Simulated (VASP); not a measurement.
```
AgBr
1.0
    0.00000     2.89881     2.89881
    2.89881     0.00000     2.89881
    2.89881     2.89881     0.00000
Ag Br
1 1
Direct
  0.00000   0.00000   0.00000
  0.50000   0.50000   0.50000
```

The numbers are results of optB88-vdW, VASP's PBE PAW potentials (set 64) (plane waves; VASP), not measurements. Numerical set-up: 520 eV cut-off, Gaussian smearing of 0.050 eV, potentials Ag Br.

Problem. Estimate the band gap (along the path) with the smallest direct gap where there is one.

Solution. 
```json
{
 "band gap (along the path)": "0.64 eV",
 "smallest direct gap (along the path)": "2.43 eV"
}
```

The absolute energy has meaning only against runs of the same code, potentials and settings.

The compound is AgBr in the rock salt structure. It was relaxed first.
